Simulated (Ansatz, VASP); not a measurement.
# Cross-check of CdAu between VASP and Ansatz, part 2 of 2

Wanted: the spread between two codes on one cell, functional and k mesh. The cell is taken from a series of runs on this material, whose earlier steps may have relaxed, scaled, displaced or heated it; both programs get it as it stands.

VASP 6.6.1 and Ansatz 0.2.0.

So far: Set-up; VASP: relaxation of cell and atoms, PBEsol.

## (3) Ansatz: relaxation of cell and atoms, PBEsol

Level of this step: Ansatz beside VASP: Kohn-Sham DFT, plane waves, PBEsol (Ansatz).

Ansatz runs on its PAW soft_1 files.

The same cell, functional, mesh and smearing now go to Ansatz, which takes its cutoff from its data sets.

Input file input.yaml:

```yaml
crystal:
  lattice:
    - [-3.3174904026, 0.0, 0.0]
    - [0.0, -3.3174904026, -3.3174904026]
    - [0.0, -3.3174904026, 3.3174904026]
  atoms:
    - { symbol: Cd, position: [0.5, 0.0413573055, 0.5] }
    - { symbol: Cd, position: [0.5, 0.4586426945, 0.0] }
    - { symbol: Au, position: [0.0, 0.5468919192, 0.5] }
    - { symbol: Au, position: [0.0, -0.0468919192, 0.0] }
kpoints:
  mp_grid: { grid: [12, 10, 10] }
hamiltonian:
  xc: pbesol
  pseudopotentials: { kind: paw, azcp: { folder: soft_1 }, xc_functional: pbe }
scf:
  occupations: { method: methfessel_paxton, width: 0.2 }
output:
  forces: true
  stress: true
  eigenvalues: true
relax:
  adjacent_minimum: "off"
  f_tol: 0.002
  max_steps: 120
  cell: { stress_tol: 0.03 }
```

Command:

```sh
ansatz run input.yaml --threads 4 --pin off --max-ram 10240MiB --backend cpu --events-out ev --progress --plain --runs-dir out
```

Numbers of over 12 decimals in the logs are rounded to 6 here.

Log:

```text
Engine: ansatz 0.2.0, aarch64-unknown-linux-gnu
Pseudopotentials: kind: paw
Pseudopotential: Cd, paw, valence charge 20, recommended cutoff 420 eV (normal), soft_1/Cd.paw.azcp
Pseudopotential: Au, paw, valence charge 19, recommended cutoff 420 eV (normal), soft_1/Au.paw.azcp
Functional definition: PBEsol
  exchange = pbesol_x
  correlation = pbesol_c
Crystal: 4 atoms, lattice volume = 73.023 Å³
Basis set: ecut = 420 eV, 1459 PW (Γ), exchange–correlation on 48×64×64 points (8 copies of the dense FFT grid, shifted against one another)
Bands: 47, of which v1, the nominal top of the filled ones, is band 39 counted from 1 (38 counted from 0)
Symmetry: 8 space group operations
Space group: Pmma (ITA 51), of the structure as read, at distance tolerance 4.2e-5 Å
k-points: 252 of 1200
Non-local potential: Cd, projectors of the file, l = 0: 3, l = 1: 2, l = 2: 2, l = 3: 1
Non-local potential: Au, projectors of the file, l = 0: 3, l = 1: 2, l = 2: 2, l = 3: 1
PAW form: soft (Blöchl's): semilocal exchange-correlation on the pseudo side does not see the compensation charge
PAW frozen core: Cd, regenerated for the run's functional, and the local potential with it (the file was generated under x = pbe(κ = 0.804, μ = 0.219515), c = pbe(β = 0.066725))
PAW frozen core: Au, regenerated for the run's functional, and the local potential with it (the file was generated under x = pbe(κ = 0.804, μ = 0.219515), c = pbe(β = 0.066725))
PAW one-centre angular grid: Cd, 590 points (default); XC on 64 Gauss nodes
PAW one-centre angular grid: Au, 590 points (default); XC on 64 Gauss nodes
Initial density: superposition of atomic densities (chi_scale 0.1, normalization cell, long waves kept (reshape's long-wave potential 0.00 eV rms))
Initial wavefunctions: pseudopotential atomic-orbital guess
Functional: x = pbesol(κ = 0.804, μ = 0.123457), c = pbesol(β = 0.046)
SCF iter   1: F=—  HF=-42394.565331 eV  |F-HF|=—  |Δ(HF+E_count)|=         —  Δρ=1.71e-1  dr2=3.36e1  ethr=3.10e-3  ⟨swp⟩=5.9  Hψ=39145  notcnv=0  defer=17
preconditioner: auto → Kerker (q_TF=auto, 2.758 Å⁻¹)  [metal: Δε(μ)=0.011 eV  Ē_g=12.454 eV  σ=0.200 eV  W_gap=0.05  n_scr=30 (ndim 8)  ℏωp=29.5 eV  f_vac=0.000  D(μ)=1.69/eV (n_scr^D=10)]
SCF iter   2: F=—  HF=-42388.971996 eV  |F-HF|=—  |Δ(HF+E_count)|=    5.59e0  S|Δr|=    0.00e0  Δρ=8.21e-2  dr2=9.17e0  ethr=3.10e-3  ⟨swp⟩=3.0  Hψ=23835  notcnv=0  defer=575
SCF iter   3: F=—  HF=-42386.878462 eV  |F-HF|=—  |Δ(HF+E_count)|=    2.09e0  S|Δr|=    0.00e0  Δρ=2.01e-2  dr2=6.61e-1  ethr=3.10e-3  ⟨swp⟩=3.0  Hψ=18956  notcnv=0  defer=603
SCF iter   4: F=—  HF=-42386.701721 eV  |F-HF|=—  |Δ(HF+E_count)|=   1.77e-1  S|Δr|=    0.00e0  Δρ=6.57e-3  dr2=4.19e-2  ethr=8.47e-4  ⟨swp⟩=2.0  Hψ=15761  notcnv=0  defer=612
SCF iter   5: F=—  HF=-42386.687453 eV  |F-HF|=—  |Δ(HF+E_count)|=   1.43e-2  S|Δr|=    0.00e0  Δρ=1.88e-3  dr2=3.08e-3  ethr=5.38e-5  ⟨swp⟩=2.8  Hψ=20367  notcnv=0  defer=610
SCF iter   6: F=—  HF=-42386.686821 eV  |F-HF|=—  |Δ(HF+E_count)|=   6.32e-4  S|Δr|=    0.00e0  Δρ=4.37e-4  dr2=2.02e-4  ethr=3.95e-6  ⟨swp⟩=2.2  Hψ=17101  notcnv=0  defer=610
SCF iter   7: F=—  HF=-42386.686787 eV  |F-HF|=—  |Δ(HF+E_count)|=   3.40e-5  S|Δr|=    0.00e0  Δρ=9.06e-5  dr2=8.73e-6  ethr=2.60e-7  ⟨swp⟩=2.0  Hψ=15350  notcnv=0  defer=610
SCF iter   8: F=—  HF=-42386.686827 eV  |F-HF|=—  |Δ(HF+E_count)|=   4.07e-5  S|Δr|=    0.00e0  Δρ=1.90e-5  dr2=4.99e-7  ethr=1.12e-8  ⟨swp⟩=2.0  Hψ=15009  notcnv=0  defer=610
SCF iter   9: F=-42386.686827 eV  HF=-42386.686827 eV  |F-HF|=2.39e-8  |Δ(HF+E_count)|=   1.11e-7  S|Δr|=    0.00e0  Δρ=5.87e-6  dr2=4.28e-8  ethr=1.28e-10  ⟨swp⟩=10.6  Hψ=55239  notcnv=0
SCF 1 converged in 9 iterations: F = -42386.686827 eV  dr2 = 4.28e-8
  greatest PAW one-centre occupation: 1.000 electrons in one spin orbital (limit 2), on the Au atom at site 3 (counted from 0), in its partial waves of l = 0
relax step   1: F+E_penalty+E_count = -42386.68682714 eV  Δ(F+E_penalty+E_count) = +0.000e0 eV  max|allowed force component| = 2.283e-2 eV/Å  Δτ_max = 0.0000 Å  P = +0.222 GPa  Ω = 73.023 Å³  (9 SCF iters, dr2 threshold 1.00e-7 eV, accepted)
[...]
relax step  11: F+E_penalty+E_count = -42386.71059835 eV  Δ(F+E_penalty+E_count) = -4.945e-4 eV  max|allowed force component| = 1.886e-3 eV/Å  Δτ_max = 0.0079 Å  P = -0.007 GPa  Ω = 72.756 Å³  energy of the carried Pulay correction = +6.594e-5 eV  (6 SCF iters, dr2 threshold 1.51e-7 eV, accepted)
[...]
relax step  12: F+E_penalty+E_count = -42386.71061845 eV  Δ(F+E_penalty+E_count) = -2.010e-5 eV  max|allowed force component| = 7.620e-4 eV/Å  Δτ_max = 0.0020 Å  P = +0.002 GPa  Ω = 72.755 Å³  energy of the carried Pulay correction = +6.629e-5 eV  (6 SCF iters, dr2 threshold 5.97e-9 eV, accepted)
[...]
relax step  13: F+E_penalty+E_count = -42386.71060119 eV  Δ(F+E_penalty+E_count) = +1.726e-5 eV  max|allowed force component| = 5.644e-4 eV/Å  Δτ_max = 0.0000 Å  P = -0.010 GPa  Ω = 72.755 Å³  stress off target by 2.12e-2 GPa  SCF on the basis re-selected at this cell (its energy is not comparable with the rows above)  (6 SCF iters)
basis re-selected at this cell: Δ(F+E_penalty+E_count) = +1.726e-5 eV, ΔP = -0.012 GPa vs the last step (what re-selecting the basis moved, of the pressure what is left beyond the Pulay correction that the steps carried, after the strain that the cell walked since its last selection, with what the two solves' SCF thresholds leave and, on support functions, any second-order correction that the steps lacked; it is no measure of the basis error at this ecutwfc). The dense FFT grid was sized anew with the basis: this SCF ran on 24×36×32 points, the steps before it on 24×32×32, so part of this shift can come from that change (see relax.cell in the input reference). [rest of the remark cut]
SCF converged after 6 iterations
Stability not checked: this state was not tested for a lower state beside it, because cold or Methfessel-Paxton smearing, or corrected tetrahedra, fill the levels in a way that the test cannot read (fill_not_monotonic; see scf.lower_state_search)
Free energy (F): -42386.710601 eV
Harris-Foulkes:  -42386.710601 eV  (|F-HF|=0.00e0)
Internal energy: -42386.713081 eV  (E = F + TS)
E sigma→0 (E₀):  -42386.711221 eV
Entropy (-TS):   0.002480 eV (0.620 meV/atom)
Fermi energy:    18.367451 eV
--- Per-component energies (eV) ---
  E_band       = -1146.539842
  E_kinetic    = 2037.840015
  E_local      = -8918.966466  (includes V_loc(G=0)·N_el)
  E_nonlocal   = 445.468293
  E_hartree    = 4055.180503
  E_xc         = -741.626229
  E_vxc        = -916.719482  (∫ρ·V_xc dr)
  E_paw        = -27236.767379  (= ΣΔE_a)
  E_vpaw       = -1904.527190  (= ΣTr[D̂ρ^β])
  E_aug_tail   = 0.003894  (compensation charges beyond the density's cutoff)
  E_ewald      = -12029.148689
  E_core_change = 1.302976  (= ΣΔE_core)
  E_smearing   = 0.002480  (= −TS)
  E_closure    = 0.000000  (closes the sum)
  Σ components = -42386.710601   (vs F -42386.710601, Δ=0.00e0)
--- Forces (eV/Å), atoms counted from 1 ---
  atom   1  Cd    -0.00000000    -0.00029430    -0.00029430
  atom   2  Cd     0.00000000     0.00029430     0.00029430
  atom   3  Au    -0.00000000     0.00056438     0.00056438
  atom   4  Au     0.00000000    -0.00056438    -0.00056438
  max |Σ_I F_I| component: 0.00e0 eV/Å
--- Stress (GPa, compression-positive) ---
       -0.021228       0.000000      -0.000000
        0.000000      -0.003866       0.011295
       -0.000000       0.011295      -0.003866
  P = ⅓ Tr σ = -0.0097 GPa (-0.097 kbar)
--- Band table (eV; the first three rows and the last of 252) ---
  k-point 0: bands = [... 35 lower, 14.8760, 14.9606, 16.4946, 16.7433, 18.0342, 20.1513, 22.8488, 23.2461, ... 4 higher]
  k-point 1: bands = [... 35 lower, 14.9010, 14.9200, 15.8493, 16.8047, 18.3229, 20.6777, 22.6386, 22.6922, ... 4 higher]
  k-point 2: bands = [... 35 lower, 14.8486, 14.9059, 14.9554, 17.0169, 18.5348, 21.8229, 21.9761, 22.1540, ... 4 higher]
  k-point 251: bands = [... 35 lower, 15.2646, 16.9683, 16.9683, 17.1948, 17.1948, 19.3804, 19.3804, 20.9454, ... 4 higher]
--- Relaxed structure (12 steps of the walk, 10 accepted, 1 SCFs on fresh bases) ---
  F+E_penalty+E_count = -42386.71060119 eV   max|allowed force component| = 5.644e-4 eV/Å   (the final SCF, on the basis selected at the relaxed cell)
  cell:  # Å, volume = 72.7547 Å³
    - [-3.094967, 0, 0]
    - [0, -3.489419, -3.489419]
    - [0, -3.368386, 3.368386]
  atoms:
    - { symbol: Cd, position: [0.5, 0.053596, 0.5] }
    - { symbol: Cd, position: [0.5, 0.446404, 0.0] }
    - { symbol: Au, position: [0, 0.558469, 0.5] }
    - { symbol: Au, position: [0, -0.058469, -3.469446951953614e-18] }
```

Reading the cycles: dr2 is the Hartree energy of the density residual (eV), the measure of convergence; HF is the Harris–Foulkes estimate of the energy, which meets the free energy F at convergence.

## (4) Side by side

Known differences besides the potentials themselves: the data sets hold 78 valence electrons in Ansatz (on its PAW soft_1 files) and 46 in VASP; the cutoff is 420 eV in Ansatz and 500 eV in VASP; Ansatz makes its cores anew for this functional, VASP keeps those of its PBE data sets; Ansatz adds a Pulay correction to the stress that steers its cell, VASP none. Total energies have different zeros and are not compared.

The two programs side by side:

```
                                         quantity  Ansatz   VASP  difference
                                      volume (Å³)   72.75  73.04     -0.39 %
edge a after relaxation, in the typed setting (Å)   3.095  3.096     -0.02 %
edge b after relaxation, in the typed setting (Å)   4.935  4.949     -0.29 %
edge c after relaxation, in the typed setting (Å)   4.764  4.768     -0.08 %
```

## (5) Summary of results

```
difference in volume (relaxation of cell and atoms, PBEsol) : -0.39 %
```

What this shows: The difference in volume is -0.39 % (relaxation of cell and atoms, PBEsol), within the 1.2 % picked in this series as the mark of a large difference, as far as the stopping tolerances let one tell. The data sets hold unlike numbers of valence electrons (78 in Ansatz and 46 in VASP), so part of the differences comes from the potentials. How closely two codes agree says nothing of how well the functional describes the real material.

[Lines on the potential files, build, host, timing and source positions are cut from VASP's logs without a mark.]

[Logs are printed without paths, hosts, clocks, repeated set-up lines and the standing remarks that a program may print on its own settings, such as how far it seeks lower states.]

[Hosts, paths, dates, database ids (printed as entryN), source tags and the programs' standing remarks are cut or masked in the printed files.]
